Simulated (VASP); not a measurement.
Here is the system:

```
CELL_PARAMETERS angstrom
      0.00000     3.41320     3.41320
      3.41320     0.00000     3.41320
      3.41320     3.41320     0.00000
ATOMIC_POSITIONS crystal
  K  0.00000 0.00000 0.00000
  I  0.50000 0.50000 0.50000
```

These are LDA (Ceperley-Alder, Perdew-Zunger), VASP's LDA PAW potentials (set 64) (plane waves; VASP) values and carry that method's errors. Numerical set-up: 400 eV cut-off, 7×7×7 Γ-centred mesh, Gaussian smearing of 0.010 eV, potentials K_sv I.

Question: Give the electronic dielectric tensor ε∞ (DFPT, local fields included).

Answer: 
```
3.12  0.00  0.00
0.00  3.12  0.00
0.00  0.00  3.12
```

Question: Give the Born effective charges.

Answer: 
| atom | Z*xx | Z*yy | Z*zz | mean |
|---|---|---|---|---|
| K1 | 1.11 | 1.11 | 1.11 | 1.11 |
| I2 | -1.11 | -1.11 | -1.11 | -1.11 |

The compound is KI in the rock salt structure. It was relaxed first, which changed the volume by -10 %.
